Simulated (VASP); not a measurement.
A convergence study with VASP on HfS2 (1T layered): one setting is varied, all else stays as given below, so the limit is that of these other settings. ε∞ is the independent-particle value.

```
HfS2
1.0
    1.81500    -3.14367     0.00000
    1.81500     3.14367     0.00000
    0.00000     0.00000     5.85000
Hf S
1 2
Direct
  0.00000   0.00000   0.00000
  0.33333   0.66667   0.25000
  0.66667   0.33333   0.75000
```

Calculation: PBE GGA, VASP's PBE PAW potentials (set 64) (plane waves; VASP). The tightest run used: 550 eV cut-off, 6×6×3 Γ-centred mesh, Gaussian smearing of 0.050 eV, potentials Hf_pv S.

### Question
The settings run are NBANDS = 12; NBANDS = 13; NBANDS = 15; NBANDS = 19; NBANDS = 27; NBANDS = 43; NBANDS = 75; NBANDS = 139. From which on does the mean ε∞ stay within 0.3  of the tightest run?

### Answer
From NBANDS = 27 on: it is off by 0.05 there and by no more than 0.3 in any finer run, while NBANDS = 19 is off by 0.41.
| setting | mean ε∞ | bands | difference judged () |
|---|---|---|---|
| NBANDS = 12 | 6.39 | 12 | 4.87 |
| NBANDS = 13 | 7.41 | 13 | 3.86 |
| NBANDS = 15 | 9.30 | 15 | 1.96 |
| NBANDS = 19 | 10.86 | 19 | 0.41 |
| NBANDS = 27 | 11.21 | 27 | 0.05 |
| NBANDS = 43 | 11.26 | 43 | 0.01 |
| NBANDS = 75 | 11.27 | 75 | 0.00 |
| NBANDS = 139 | 11.27 | 139 | 0.00 |

Left out are rungs that failed or repeat a setting and relaxations that didn't move; long series are thinned to 24 rows.

The compound is HfS2 in the 1T layered structure. The cell was not relaxed at this level.
